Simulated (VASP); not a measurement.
Output of a VASP run:

**OSZICAR**
```
       N       E                     dE             d eps       ncg     rms          rms(c)
DAV:   1     0.252903282677E+03    0.25290E+03   -0.20029E+04  2036   0.149E+03
DAV:   2    -0.115640425294E+03   -0.36854E+03   -0.36392E+03  2149   0.451E+02
DAV:   3    -0.130957159738E+03   -0.15317E+02   -0.14988E+02  2503   0.869E+01
DAV:   4    -0.131225720579E+03   -0.26856E+00   -0.26839E+00  2240   0.120E+01
DAV:   5    -0.131231094588E+03   -0.53740E-02   -0.53723E-02  2583   0.163E+00    0.337E+01
DAV:   6    -0.123839336790E+03    0.73918E+01   -0.10545E+01  2590   0.281E+01    0.950E+00
DAV:   7    -0.119428397786E+03    0.44109E+01   -0.14072E+00  2044   0.701E+00    0.397E+00
DAV:   8    -0.120051636269E+03   -0.62324E+00   -0.98805E-01  1988   0.660E+00    0.121E+00
DAV:   9    -0.119994008654E+03    0.57628E-01   -0.26746E-01  2149   0.403E+00    0.481E-01
DAV:  10    -0.120038706583E+03   -0.44698E-01   -0.53101E-02  2163   0.171E+00    0.293E-01
DAV:  11    -0.120048650910E+03   -0.99443E-02   -0.86985E-02  1960   0.167E+00    0.163E-01
DAV:  12    -0.120058027523E+03   -0.93766E-02   -0.70303E-03  2149   0.528E-01    0.954E-02
DAV:  13    -0.120064692780E+03   -0.66653E-02   -0.26739E-03  2205   0.366E-01    0.755E-02
DAV:  14    -0.120066770134E+03   -0.20774E-02   -0.17528E-03  2100   0.266E-01    0.462E-02
DAV:  15    -0.120066766268E+03    0.38665E-05   -0.26354E-04  2261   0.112E-01    0.271E-02
DAV:  16    -0.120066903457E+03   -0.13719E-03   -0.17944E-04  2128   0.887E-02    0.715E-03
DAV:  17    -0.120067020822E+03   -0.11736E-03   -0.61962E-05  2226   0.509E-02    0.446E-03
DAV:  18    -0.120066984089E+03    0.36733E-04   -0.65554E-06  2143   0.171E-02    0.316E-03
DAV:  19    -0.120066991622E+03   -0.75334E-05   -0.13497E-06  1211   0.822E-03    0.136E-03
DAV:  20    -0.120066975280E+03    0.16342E-04   -0.93263E-07  1092   0.707E-03    0.982E-04
DAV:  21    -0.120066985686E+03   -0.10406E-04   -0.26218E-07  1050   0.366E-03    0.758E-04
DAV:  22    -0.120066982128E+03    0.35580E-05   -0.69502E-08  1043   0.172E-03    0.251E-04
DAV:  23    -0.120066985666E+03   -0.35385E-05   -0.83880E-09  1043   0.631E-04    0.237E-04
DAV:  24    -0.120066983372E+03    0.22938E-05   -0.36222E-09  1022   0.406E-04    0.106E-04
DAV:  25    -0.120066984726E+03   -0.13536E-05   -0.15964E-09  1029   0.252E-04    0.790E-05
DAV:  26    -0.120066984728E+03   -0.24547E-08   -0.68586E-10  1022   0.148E-04
   1 F= -.12006698E+03 E0= -.12006763E+03  d E =-.120067E+03
```

**OUTCAR**
```
------------------------ aborting loop because EDIFF is reached ----------------------------------------
  FORCE on cell =-STRESS in cart. coord.  units (eV):
  Direction    XX          YY          ZZ          XY          YZ          ZX
  --------------------------------------------------------------------------------------
  Total       -0.0227184     -0.0227184     -0.0404670     -0.0000000      0.0000000     -0.0000000
  in kB       -0.5556113     -0.5556113     -0.9896802     -0.0000000      0.0000000     -0.0000000
  external PRESSURE =      -0.7003009 kB  Pullay stress =       0.0000000 kB
  volume of cell :       65.51
      direct lattice vectors                 reciprocal lattice vectors
     3.061058094  0.000000000  0.000000000     0.326684424  0.188611347  0.000000000
    -1.530529047  2.650953979  0.000000000     0.000000000  0.377222693  0.000000000
     0.000000000  0.000000000  8.073151241     0.000000000  0.000000000  0.123867369
 POSITION                                       TOTAL-FORCE (eV/Angst)
 -----------------------------------------------------------------------------------
     -0.00000      1.76730      0.29261         0.000000      0.000000      0.008299
      1.53053      0.88365      4.32918        -0.000000      0.000000      0.008299
     -0.00000      1.76730      2.73483         0.000000      0.000000     -0.008299
      1.53053      0.88365      6.77140         0.000000     -0.000000     -0.008299
 -----------------------------------------------------------------------------------
    total drift:                               -0.001898      0.001097      0.004158
  FREE ENERGIE OF THE ION-ELECTRON SYSTEM (eV)
  ---------------------------------------------------
  free  energy   TOTEN  =      -120.0669847284 eV

  energy  without entropy=     -120.0689331473  energy(sigma->0) =     -120.06763420

 reached required accuracy - stopping structural energy minimisation
```
(Selected blocks of OUTCAR.)

**POSCAR**
```
WP
1
    3.0610580937     0.0000000000     0.0000000000
   -1.5305290468     2.6509539794     0.0000000000
    0.0000000000     0.0000000000     8.0731512413
W P
2 2
Direct
  0.3333330000   0.6666670000   0.0362442965
  0.6666670000   0.3333330000   0.5362442965
  0.3333330000   0.6666670000   0.3387557035
  0.6666670000   0.3333330000   0.8387557035
```

### Question
Reconstruct the remaining input files.

### Answer
This is not unique; one that fits is the input of the run itself, r2SCAN meta-GGA, plane waves, VASP's PBE PAW potentials (set 64).

**KPOINTS**
```
Automatic mesh
0
Gamma
10 10 4
0 0 0
```

### INCAR
```
SYSTEM = WP
PREC = Accurate
ENCUT = 400
EDIFF = 1E-6
NELM = 100
ALGO = Normal
LREAL = .FALSE.
LASPH = .TRUE.
ISMEAR = 1
SIGMA = 0.1
METAGGA = R2SCAN
LMIXTAU = .TRUE.
LMAXMIX = 6
LWAVE = .FALSE.
LCHARG = .FALSE.
IBRION = 2
ISIF = 3
NSW = 60
EDIFFG = -0.02
```

POTCAR, in this order: W_sv P (PBE.64 set). Program: vasp_std.

The structure was generated: WP was put into the wurtzite type (P6_3mc), which need not be its known phase. It was relaxed first, which changed the volume by -45 %. The start is the result of an earlier pass.
